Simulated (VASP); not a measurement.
OSZICAR of a VASP run on Sr (fcc):

**OSZICAR**
```
       N       E                     dE             d eps       ncg     rms          rms(c)
DAV:   1     0.341745238565E+02    0.34175E+02   -0.52155E+03  1296   0.989E+02
DAV:   2    -0.689799626615E+00   -0.34864E+02   -0.34509E+02  1560   0.172E+02
DAV:   3    -0.173900213936E+01   -0.10492E+01   -0.10328E+01  1802   0.256E+01
DAV:   4    -0.176921136397E+01   -0.30209E-01   -0.30187E-01  1810   0.360E+00
DAV:   5    -0.176977403121E+01   -0.56267E-03   -0.56257E-03  1866   0.338E-01    0.141E+01
DAV:   6    -0.175716086798E+01    0.12613E-01   -0.63090E-03  2027   0.887E-01    0.821E+00
DAV:   7    -0.174991210935E+01    0.72488E-02   -0.13171E-02  2196   0.117E+00    0.159E-01
DAV:   8    -0.174999378210E+01   -0.81673E-04   -0.16175E-04  1711   0.132E-01    0.551E-02
DAV:   9    -0.175000909445E+01   -0.15312E-04   -0.29870E-05  2089   0.416E-02    0.179E-02
DAV:  10    -0.175000755042E+01    0.15440E-05   -0.53893E-06  1450   0.231E-02    0.634E-03
DAV:  11    -0.175000793380E+01   -0.38338E-06   -0.64061E-07   782   0.921E-03
   1 F= 0.61560268E+00 E0= 0.61581204E+00  d E =0.615603E+00
       N       E                     dE             d eps       ncg     rms          rms(c)
DAV:   1    -0.393741923385E+01   -0.21874E+01   -0.61286E+01  1602   0.691E+01    0.200E+01
DAV:   2    -0.177653998591E+01    0.21609E+01   -0.38649E+00  1583   0.182E+01    0.526E+00
DAV:   3    -0.138115508182E+01    0.39538E+00   -0.13214E+00  2000   0.818E+00    0.413E+00
DAV:   4    -0.140938204973E+01   -0.28227E-01   -0.24534E-01  1916   0.315E+00    0.216E+00
DAV:   5    -0.145204297553E+01   -0.42661E-01   -0.92630E-02  1941   0.171E+00    0.406E-01
DAV:   6    -0.145346779577E+01   -0.14248E-02   -0.16213E-03  1368   0.573E-01    0.127E-01
DAV:   7    -0.145337590821E+01    0.91888E-04   -0.68811E-04  1922   0.158E-01    0.143E-01
DAV:   8    -0.145336941545E+01    0.64928E-05   -0.43849E-05  1983   0.427E-02    0.113E-02
DAV:   9    -0.145337142722E+01   -0.20118E-05   -0.29522E-06  1516   0.184E-02    0.871E-03
DAV:  10    -0.145337143247E+01   -0.52551E-08   -0.12545E-07   686   0.287E-03
   2 F= 0.52717656E+00 E0= 0.52735018E+00  d E =-.884261E-01
       N       E                     dE             d eps       ncg     rms          rms(c)
DAV:   1    -0.155415952482E+01   -0.10079E+00   -0.11591E+00  1656   0.936E+00    0.225E+00
DAV:   2    -0.151389846562E+01    0.40261E-01   -0.91962E-02  1673   0.282E+00    0.584E-01
DAV:   3    -0.150456504298E+01    0.93334E-02   -0.38529E-02  1903   0.135E+00    0.545E-01
DAV:   4    -0.150599871885E+01   -0.14337E-02   -0.17170E-03  2161   0.273E-01    0.267E-01
DAV:   5    -0.150690196917E+01   -0.90325E-03   -0.31554E-03  1892   0.357E-01    0.495E-02
DAV:   6    -0.150688528369E+01    0.16685E-04   -0.17492E-05  1688   0.443E-02    0.242E-02
DAV:   7    -0.150688689483E+01   -0.16111E-05   -0.20646E-05  1665   0.172E-02    0.880E-03
DAV:   8    -0.150688675530E+01    0.13954E-06   -0.22437E-07   684   0.532E-03
   3 F= 0.52412038E+00 E0= 0.52421579E+00  d E =-.914823E-01
       N       E                     dE             d eps       ncg     rms          rms(c)
DAV:   1    -0.151617045769E+01   -0.92836E-02   -0.28819E-02  1656   0.148E+00    0.311E-01
DAV:   2    -0.151517148950E+01    0.99897E-03   -0.22262E-03  1642   0.442E-01    0.896E-02
DAV:   3    -0.151494462724E+01    0.22686E-03   -0.10436E-03  1904   0.222E-01    0.818E-02
DAV:   4    -0.151498206389E+01   -0.37437E-04   -0.31676E-05  2150   0.389E-02    0.349E-02
DAV:   5    -0.151500263440E+01   -0.20571E-04   -0.69682E-05  1861   0.526E-02    0.738E-03
DAV:   6    -0.151500243887E+01    0.19553E-06   -0.35856E-07   776   0.771E-03
   4 F= 0.52405988E+00 E0= 0.52413283E+00  d E =-.915428E-01
```

Problem. Which electronic solver shows in the log?

Solution. It is blocked Davidson (ALGO = Normal, or the opening steps of other solvers). The INCAR had ALGO = Normal.

Problem. Can the final energy be trusted as converged?

Solution. The run converged. It stopped with EDIFF = 1E-6, NELM = 100, NSW = 40 and EDIFFG = -0.02 after 4 ionic steps (LDA (Ceperley-Alder, Perdew-Zunger), plane waves, VASP's LDA PAW potentials (set 64)). Energy and stress use the plane-wave basis of the starting cell.

The compound is Sr in the fcc structure. This run relaxes it under an external pressure of 10 GPa. Symmetry was kept, so distortions that lower it aren't found.
